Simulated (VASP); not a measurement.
Level of theory: PBE GGA, VASP's PBE PAW potentials (set 64) (plane waves; VASP 6.6.1).

A VASP calculation is set up with these files.

**KPOINTS**
```
Automatic mesh
0
Gamma
6 6 3
0 0 0
```

**INCAR**
```
ALGO  =  Normal
EDIFF  =  1E-6
ENCUT  =  400
GGA  =  PE
ISIF  =  2
ISMEAR  =  0
LASPH  =  T
LCHARG  =  F
LMAXMIX  =  4
LREAL  =  F
LWAVE  =  F
NELM  =  100
PREC  =  Accurate
SIGMA  =  0.01
SYSTEM  =  Ga2O3
```

POSCAR:
```
Ga2O3
1
    6.1402350000    -1.5237850000     0.0000000000
    6.1402350000     1.5237850000     0.0000000000
   -1.3841270000     0.0000000000     5.6503500000
Ga O
4 6
Direct
  0.3411600000   0.3411600000   0.6852700000
  0.6588400000   0.6588400000   0.3147300000
  0.9095300000   0.9095300000   0.2052100000
  0.0904700000   0.0904700000   0.7947900000
  0.5035300000   0.5035300000   0.7433400000
  0.4964700000   0.4964700000   0.2566600000
  0.8266300000   0.8266300000   0.4367700000
  0.1733700000   0.1733700000   0.5632300000
  0.1645000000   0.1645000000   0.1091500000
  0.8355000000   0.8355000000   0.8908500000
```

POTCAR, in this order: Ga_d O (PBE.64 set). Program: vasp_std.

The run wrote:

**OSZICAR**
```
       N       E                     dE             d eps       ncg     rms          rms(c)
DAV:   1     0.109752305106E+04    0.10975E+04   -0.34922E+04  4008   0.265E+03
DAV:   2     0.156177171296E+03   -0.94135E+03   -0.90583E+03  3816   0.717E+02
DAV:   3    -0.521293926835E+02   -0.20831E+03   -0.20318E+03  4068   0.236E+02
DAV:   4    -0.683363211915E+02   -0.16207E+02   -0.16087E+02  4636   0.721E+01
DAV:   5    -0.687375369852E+02   -0.40122E+00   -0.40025E+00  4428   0.115E+01    0.174E+01
DAV:   6    -0.595887363287E+02    0.91488E+01   -0.34605E+01  6656   0.637E+01    0.499E+00
DAV:   7    -0.597483005540E+02   -0.15956E+00   -0.32130E+00  3856   0.994E+00    0.349E+00
DAV:   8    -0.597211204594E+02    0.27180E-01   -0.53308E-01  5340   0.699E+00    0.119E+00
DAV:   9    -0.596898771659E+02    0.31243E-01   -0.14527E-01  5460   0.492E+00    0.252E-01
DAV:  10    -0.596910588098E+02   -0.11816E-02   -0.20935E-02  5180   0.134E+00    0.149E-01
DAV:  11    -0.596914441021E+02   -0.38529E-03   -0.30823E-03  4036   0.748E-01    0.905E-02
DAV:  12    -0.596915192635E+02   -0.75161E-04   -0.11675E-03  5344   0.516E-01    0.231E-02
DAV:  13    -0.596915330236E+02   -0.13760E-04   -0.18909E-04  5480   0.120E-01    0.121E-02
DAV:  14    -0.596915349566E+02   -0.19331E-05   -0.60952E-05  4976   0.660E-02    0.942E-03
DAV:  15    -0.596915338885E+02    0.10681E-05   -0.63737E-06  4300   0.296E-02    0.357E-03
DAV:  16    -0.596915338644E+02    0.24089E-07   -0.29118E-06  2816   0.121E-02
   1 F= -.59691534E+02 E0= -.59691534E+02  d E =-.195808E-44
```

**OUTCAR**
```
------------------------ aborting loop because EDIFF is reached ----------------------------------------
  FORCE on cell =-STRESS in cart. coord.  units (eV):
  Direction    XX          YY          ZZ          XY          YZ          ZX
  --------------------------------------------------------------------------------------
  Total        0.8798917      1.2758689      0.8968752      0.0000000      0.0000000      0.1115751
  in kB       13.3329359     19.3331494     13.5902854      0.0000000      0.0000000      1.6906896
  external PRESSURE =      15.4187902 kB  Pullay stress =       0.0000000 kB
  volume of cell :      105.73
      direct lattice vectors                 reciprocal lattice vectors
     6.140235000 -1.523785000  0.000000000     0.081430108 -0.328130281  0.019947368
     6.140235000  1.523785000  0.000000000     0.081430108  0.328130281  0.019947368
    -1.384127000  0.000000000  5.650350000     0.000000000  0.000000000  0.176980187
 POSITION                                       TOTAL-FORCE (eV/Angst)
 -----------------------------------------------------------------------------------
      3.24110      0.00000      3.87202         0.039890      0.000000      0.057440
      7.65524      0.00000      1.77833        -0.039890      0.000000     -0.057440
     10.88542      0.00000      1.15951         0.018668      0.000000     -0.026707
      0.01092      0.00000      4.49084        -0.018668      0.000000      0.026707
      5.15471      0.00000      4.20013         0.001016      0.000000     -0.024030
      5.74163      0.00000      1.45022        -0.001016      0.000000      0.024030
      9.54686      0.00000      2.46790         0.049661      0.000000     -0.002582
      1.34948      0.00000      3.18245        -0.049661      0.000000      0.002582
      1.86906      0.00000      0.61674         0.157366      0.000000     -0.009996
      9.02728      0.00000      5.03361        -0.157366      0.000000      0.009996
 -----------------------------------------------------------------------------------
    total drift:                                0.000000     -0.000000      0.000000
  FREE ENERGIE OF THE ION-ELECTRON SYSTEM (eV)
  ---------------------------------------------------
  free  energy   TOTEN  =       -59.6915338644 eV

  energy  without entropy=      -59.6915338644  energy(sigma->0) =      -59.69153386
```
(Selected blocks of OUTCAR.)

At this cut-off the stress carries a Pulay error, which pulls relaxed volumes low.

The structure comes from a computed database's Ga2O3 entry; how it stands against other phases isn't given here. The cell was not relaxed at this level.
